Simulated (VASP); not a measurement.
# Zr (Zirconium): input slips in a relaxation and what they do

Aim: see how common mistakes in a VASP relaxation show up, on Zr (Zirconium). The starting structure is a measured crystal structure from the Crystallography Open Database. The first relaxation on each setting starts from this cell expanded by 3 % in volume.

Method: Kohn-Sham DFT with plane waves and PAW; PBEsol, in VASP 6.6.1.

## Step 1: The structure

It takes space group P6_3/mmc (No. 194, hexagonal). Conventional cell: a = 3.232 Å, b = 3.232 Å, c = 5.147 Å, α = 90.00°, β = 90.00°, γ = 120.00°. Zr has 12 Zr at 3.18 to 3.23 Å nearest.

As a file:

```xyz
2
Lattice="3.2320 0.0000 0.0000 -1.6160 2.7990 0.0000 0.0000 0.0000 5.1470" Properties=species:S:1:pos:R:3 pbc="T T T"
Zr    1.6160    0.9330    3.8603
Zr    0.0000    1.8660    1.2868
```

## Step 2: Reference relaxation

This run starts from the cell of an earlier relaxation, which isn't shown; the restart sets up the plane waves anew.

INCAR

```
SYSTEM = Zr
PREC = Accurate
ENCUT = 450
EDIFF = 1E-06
NELM = 100
ISMEAR = 1
SIGMA = 0.15
LREAL = .FALSE.
ALGO = Normal
GGA = PS
NBANDS = 18
LORBIT = 11
LWAVE = .FALSE.
LCHARG = .FALSE.
KPAR = 4
IBRION = 2
NSW = 50
ISIF = 3
EDIFFG = -0.004
```

POSCAR

```
Zr
1.0
    3.1861362611      0.0000000000      0.0000000000
   -1.5930681305      2.7592749420      0.0000000000
    0.0000000000      0.0000000000      5.1159544203
Zr
2
Direct
    0.6666666667      0.3333333333      0.7500000000
    0.3333333333      0.6666666667      0.2500000000
```

KPOINTS

```
Automatic mesh
0
Gamma
16 16 10
0 0 0
```

The projector-augmented-wave data sets are Zr_sv (PBE family, release 64).

On the command line:

```bash
mpirun -np 4 vasp_std
```

Output:

```text
[banner, memory and clock lines left out]
running    4 mpi-ranks, on    1 nodes
 distrk:  each k-point on    1 cores,    4 groups
 distr:  one band on    1 cores,    1 groups

 POSCAR found type information on POSCAR Zr
 POSCAR found :  1 types and       2 ions
|                                                                             |
|               ----> ADVICE to this user running VASP <----                  |
|                                                                             |
|     You enforced a specific xc type in the INCAR file but a different       |
|     [... a line on the potential file left out ...]
|     I HOPE YOU KNOW WHAT YOU ARE DOING!                                     |
|                                                                             |

 LDA part: xc-table for (Slater+PW92), standard interpolation
 POSCAR, INCAR and KPOINTS ok, starting setup
 FFT: planning ... GRIDC
 FFT: planning ... GRID_SOFT
 FFT: planning ... GRID
 WAVECAR not read
 entering main loop
       N       E                     dE             d eps       ncg     rms          rms(c)
DAV:   1     0.195156119204E+03    0.19516E+03   -0.12484E+04  6488   0.119E+03
DAV:   2    -0.423712802053E+01   -0.19939E+03   -0.19634E+03  7706   0.361E+02
DAV:   3    -0.186424628775E+02   -0.14405E+02   -0.14294E+02 11776   0.692E+01
DAV:   4    -0.189417132844E+02   -0.29925E+00   -0.29901E+00  7630   0.107E+01
DAV:   5    -0.189507483830E+02   -0.90351E-02   -0.90318E-02  9560   0.125E+00    0.160E+01
DAV:   6    -0.182915055265E+02    0.65924E+00   -0.99018E-01  7008   0.780E+00    0.644E+00
DAV:   7    -0.181587001772E+02    0.13281E+00   -0.65742E-01  9394   0.546E+00    0.116E+00
DAV:   8    -0.181627377783E+02   -0.40376E-02   -0.36424E-02  8454   0.154E+00    0.287E-01
DAV:   9    -0.181630339973E+02   -0.29622E-03   -0.16379E-03  8390   0.378E-01    0.285E-02
DAV:  10    -0.181630081366E+02    0.25861E-04   -0.48230E-05  9332   0.404E-02    0.241E-02
DAV:  11    -0.181630090390E+02   -0.90233E-06   -0.96393E-06  7086   0.362E-02
   1 F= -.18163009E+02 E0= -.18163838E+02  d E =-.181630E+02
 curvature:   0.00 expect dE= 0.000E+00 dE for cont linesearch  0.000E+00
 trial: gam= 0.00000 g(F)=  0.413E-48 g(S)=  0.175E-05 ort = 0.000E+00 (trialstep = 0.100E+01)
 search vector abs. value=  0.175E-05
 reached required accuracy - stopping structural energy minimisation
```

It took 9.6 s on 4 MPI ranks of Intel Xeon 6975P-C (Granite Rapids), shared host; peak memory 0.85 GiB.

Lines that name or quote the potential files are left out of all logs, and their timing lines are given in words.

From OUTCAR (step 2):

```text
ion  position               nearest neighbor table
   1  0.667  0.333  0.750-   2 3.15   2 3.15   2 3.15   2 3.15   2 3.15   2 3.15
   2  0.333  0.667  0.250-   1 3.15   1 3.15   1 3.15   1 3.15   1 3.15   1 3.15

  LATTYP: Found a hexagonal cell.
 ALAT       =     3.1861362611
 C/A-ratio  =     1.6056922872

 Subroutine GETGRP returns: Found 24 space group operations
 (whereof 12 operations were pure point group operations)

The static configuration has the point symmetry D_3d.
 The point group associated with its full space group is D_6h.

 Found    180 irreducible k-points:

   k-points           NKPTS =    180   k-points in BZ     NKDIM =    180   number of bands    NBANDS=     18

   dimension x,y,z NGX =    24 NGY =   24 NGZ =   36
   dimension x,y,z NGXF=    48 NGYF=   48 NGZF=   72

   ENCUT  =  450.0 eV  33.07 Ry    5.75 a.u.   5.51  5.51  8.85*2*pi/ulx,y,z

   NELECT =      24.0000    total number of electrons

 k-points in reciprocal lattice and weights: Automatic mesh
   0.00000000  0.00000000  0.00000000       0.000
   0.06250000 -0.00000000  0.00000000       0.002
   0.12500000 -0.00000000  0.00000000       0.002
   0.18750000 -0.00000000  0.00000000       0.002
   0.25000000 -0.00000000  0.00000000       0.002
   0.31250000  0.00000000  0.00000000       0.002
   0.37500000 -0.00000000  0.00000000       0.002
   0.43750000 -0.00000000  0.00000000       0.002
   0.50000000 -0.00000000  0.00000000       0.001
[...]
0.37500000  0.25000000  0.50000000       0.002
   0.31250000  0.31250000  0.50000000       0.002

 average (electrostatic) potential at core
       1 -73.9573       2 -73.9573

 E-fermi :   9.2681

 k-point     1 :       0.0000    0.0000    0.0000
  band No.  band energies     occupation
    ...
      6     -16.9086      2.00000
      7     -16.8931      2.00000
      8     -16.8931      2.00000
      9       3.5209      2.00000
     10       6.1143      2.00000
     11      10.1305     -0.00000
     12      10.1305     -0.00000
     13      10.2070     -0.00000
     14      10.5084     -0.00000
     15      10.8403     -0.00000
    ...

 k-point     2 :       0.0625   -0.0000    0.0000
  band No.  band energies     occupation
    ...
      6     -16.9253      2.00000
      7     -16.9141      2.00000
      8     -16.8972      2.00000
      9       3.6365      2.00000
     10       6.2219      2.00000
     11       9.7933     -0.00001
     12      10.2378     -0.00000
     13      10.2656     -0.00000
     14      10.4792     -0.00000
     15      10.7372     -0.00000
    ...

 k-point     3 :       0.1250   -0.0000    0.0000
  band No.  band energies     occupation
    ...
      6     -17.0155      2.00000
      7     -16.9307      2.00000
      8     -16.9094      2.00000
      9       3.9704      2.00000
     10       6.5188      2.00000
     11       9.3507      0.20625
     12       9.6728     -0.00091
     13      10.4374     -0.00000
     14      10.5556     -0.00000
     15      10.8354     -0.00000
    ...

  Total        0.0041750      0.0041750      0.0061345      0.0000000      0.0000000      0.0000000
  in kB        0.1487242      0.1487242      0.2185258      0.0000000      0.0000000      0.0000000
  external PRESSURE =       0.1719914 kB  Pullay stress =       0.0000000 kB

  energy-cutoff  :      450.00
  volume of cell :       44.98
      direct lattice vectors                 reciprocal lattice vectors
     3.186136261  0.000000000  0.000000000     0.313859772  0.181207024  0.000000000
    -1.593068131  2.759274942  0.000000000     0.000000000  0.362414048  0.000000000
     0.000000000  0.000000000  5.115954420     0.000000000  0.000000000  0.195466949

 POSITION                                       TOTAL-FORCE (eV/Angst)
 -----------------------------------------------------------------------------------
      1.59307      0.91976      3.83697         0.000000      0.000000      0.000000
     -0.00000      1.83952      1.27899        -0.000000     -0.000000      0.000000
 -----------------------------------------------------------------------------------
    total drift:                                0.000000     -0.000000      0.000000

  FREE ENERGIE OF THE ION-ELECTRON SYSTEM (eV)
  ---------------------------------------------------
  free  energy   TOTEN  =       -18.1630090390 eV

  energy  without entropy=      -18.1654949478  energy(sigma->0) =      -18.16383768

 reached required accuracy - stopping structural energy minimisation

 total charge
# of ion       s       p       d       tot
------------------------------------------
    1        2.241   5.957   1.664   9.863
    2        2.241   5.957   1.664   9.863
--------------------------------------------------
tot          4.483  11.914   3.329  19.726

[... 3 further parts left out ...]
```

CONTCAR:

```
Zr
   1.00000000000000
     3.1861362611000001    0.0000000000000000    0.0000000000000000
    -1.5930681305000001    2.7592749419999998    0.0000000000000000
     0.0000000000000000    0.0000000000000000    5.1159544202999996
  Zr
     2
Direct
     0.6666666667000030    0.3333333332999970    0.7500000000000000
     0.3333333332999970    0.6666666667000030    0.2500000000000000
```

The PAW data sets were made with PBE, which is usual practice but a small mismatch for other functionals. The run keeps the 24 symmetry operations of its start, so it cannot find a distortion of lower symmetry.

The reference relaxation ends at 22.488 Å³ an atom. Pressures at 0.985 and 1.015 times this volume, from two more relaxations that aren't shown, give a bulk modulus of 99.4 GPa.

## Step 3: Relaxation with a functional's name that the tag doesn't take

A slip made on purpose: a functional's name that the tag doesn't take. Against step 2 the input has GGA = PBESOL (also changed: NELM).

INCAR: that of step 2 with these lines changed.

```diff
@@ -4,3 +4,3 @@
 EDIFF = 1E-06
-NELM = 100
+NELM = 60
 ISMEAR = 1
@@ -9,3 +9,3 @@
 ALGO = Normal
-GGA = PS
+GGA = PBESOL
 NBANDS = 18
```

POSCAR

```
Zr
1.0
    3.2640020812      0.0000000000      0.0000000000
   -1.6320010406      2.8267087203      0.0000000000
    0.0000000000      0.0000000000      5.1979637105
Zr
2
Direct
    0.6666666667      0.3333333333      0.7500000000
    0.3333333333      0.6666666667      0.2500000000
```

KPOINTS is that of step 2.

On the command line:

```bash
mpirun -np 4 vasp_std
```

Output:

```text
[banner, memory and clock lines left out]
running    4 mpi-ranks, on    1 nodes
[...]
|                                                                             |
|     EEEEEEE  RRRRRR   RRRRRR   OOOOOOO  RRRRRR      ###     ###     ###     |
|     E        R     R  R     R  O     O  R     R     ###     ###     ###     |
|     E        R     R  R     R  O     O  R     R     ###     ###     ###     |
|     EEEEE    RRRRRR   RRRRRR   O     O  RRRRRR       #       #       #      |
|     E        R   R    R   R    O     O  R   R                               |
|     E        R    R   R    R   O     O  R    R      ###     ###     ###     |
|     EEEEEEE  R     R  R     R  OOOOOOO  R     R     ###     ###     ###     |
|                                                                             |
|     Error: One of the selected functionals does not exist.                  |
|                                                                             |
|       ---->  I REFUSE TO CONTINUE WITH THIS SICK JOB ... BYE!!! <----       |
|                                                                             |

1
1
1
1
```

Wall time 3.6 s (4 MPI ranks).

VASP stopped with this message: “Error: One of the selected functionals does not exist”.

## Step 4: Relaxation with a k mesh far too coarse

A slip made on purpose: a k mesh far too coarse. Against step 2 the input has a 2×2×2 mesh (also changed: NELM, NCORE and KPAR).

INCAR: that of step 3 with these lines changed.

```diff
@@ -9,3 +9,3 @@
 ALGO = Normal
-GGA = PBESOL
+GGA = PS
 NBANDS = 18
@@ -14,3 +14,3 @@
 LCHARG = .FALSE.
-KPAR = 4
+NCORE = 4
 IBRION = 2
```

POSCAR is that of step 3.

KPOINTS

```
Automatic mesh
0
Gamma
2 2 2
0 0 0
```

On the command line:

```bash
mpirun -np 4 vasp_std
```

Output:

```text
[banner, memory and clock lines left out]
running    4 mpi-ranks, on    1 nodes
[...]
[... a notice as in an earlier step ...]

 LDA part: xc-table for (Slater+PW92), standard interpolation
 POSCAR, INCAR and KPOINTS ok, starting setup
[...]
entering main loop
       N       E                     dE             d eps       ncg     rms          rms(c)
DAV:   1     0.200471335380E+03    0.20047E+03   -0.12610E+04   144   0.119E+03
DAV:   2    -0.707047091721E+01   -0.20754E+03   -0.20554E+03   190   0.361E+02
DAV:   3    -0.197082283864E+02   -0.12638E+02   -0.12609E+02   274   0.678E+01
DAV:   4    -0.199050252687E+02   -0.19680E+00   -0.19679E+00   170   0.912E+00
[...]
DAV:  10    -0.191407892926E+02    0.31128E-04   -0.19879E-05   182   0.434E-02    0.205E-02
DAV:  11    -0.191407867589E+02    0.25337E-05   -0.76893E-06   172   0.318E-02    0.535E-03
DAV:  12    -0.191407863851E+02    0.37375E-06   -0.37375E-07    84   0.468E-03
   1 F= -.19140786E+02 E0= -.19140700E+02  d E =-.191408E+02
[... from here on, the cycles between the ionic steps are left out ...]
   2 F= -.21437110E+02 E0= -.21435055E+02  d E =-.229632E+01
   3 F= 0.40637413E+02 E0= 0.40639453E+02  d E =0.597782E+02
   5 F= -.21612795E+02 E0= -.21610418E+02  d E =-.247201E+01
   7 F= -.21808889E+02 E0= -.21804242E+02  d E =-.196094E+00
   9 F= -.22913049E+02 E0= -.22915036E+02  d E =-.110416E+01
  11 F= -.23592150E+02 E0= -.23592513E+02  d E =-.178326E+01
  13 F= -.23656500E+02 E0= -.23656862E+02  d E =-.638954E-01
  15 F= -.23696449E+02 E0= -.23696811E+02  d E =-.103844E+00
  17 F= -.23702633E+02 E0= -.23702995E+02  d E =-.618436E-02
  19 F= -.23702669E+02 E0= -.23703031E+02  d E =-.622032E-02
  21 F= -.23702687E+02 E0= -.23703050E+02  d E =-.358503E-04
  23 F= -.23702689E+02 E0= -.23703051E+02  d E =-.371619E-04
  25 F= -.23702689E+02 E0= -.23703051E+02  d E =-.370837E-04
  26 F= -.23702690E+02 E0= -.23703052E+02  d E =-.917016E-06
  27 F= -.23702691E+02 E0= -.23703053E+02  d E =-.204945E-05
[...]
reached required accuracy - stopping structural energy minimisation
```

The job ended after 8.8 s (4 MPI ranks; peak memory 0.43 GiB).

From OUTCAR (step 4):

```text
  Total        0.0048676      0.0048676      0.0006341      0.0000000      0.0000000      0.0000000
  in kB        0.2009095      0.2009095      0.0261709      0.0000000      0.0000000      0.0000000
  external PRESSURE =       0.1426633 kB  Pullay stress =       0.0000000 kB

 POSITION                                       TOTAL-FORCE (eV/Angst)
 -----------------------------------------------------------------------------------
      1.29907      0.75002      4.98006        -0.000000     -0.000000     -0.000000
     -0.00000      1.50004      1.66002         0.000000      0.000000      0.000000
 -----------------------------------------------------------------------------------
    total drift:                               -0.000000      0.000000     -0.000000

  FREE ENERGIE OF THE ION-ELECTRON SYSTEM (eV)
  ---------------------------------------------------
  free  energy   TOTEN  =       -23.7026906771 eV

  energy  without entropy=      -23.7037777844  energy(sigma->0) =      -23.70305305

[... 1 part as in an earlier step ...]

[... 3 further parts left out ...]
[key lines of the parts left out:]
E-fermi :   9.8795
```

Logs of long relaxations may skip ionic steps without a mark.

With a k mesh far too coarse the cell ends at 19.409 Å³ an atom, -13.69 % from the reference, a by -18.5 %, b by -18.5 % and c by +29.8 %; the bulk modulus is 110.4 GPa against 99.4 GPa.

(Continued in part 2 of 2.)

[Lines on the potential files, build, host, timing and source positions are cut from VASP's logs without a mark.]

[Logs are printed without paths, hosts, clocks, repeated set-up lines and the standing remarks that a program may print on its own settings, such as how far it seeks lower states.]

[Hosts, paths, dates, database ids (printed as entryN), source tags and the programs' standing remarks are cut or masked in the printed files.]
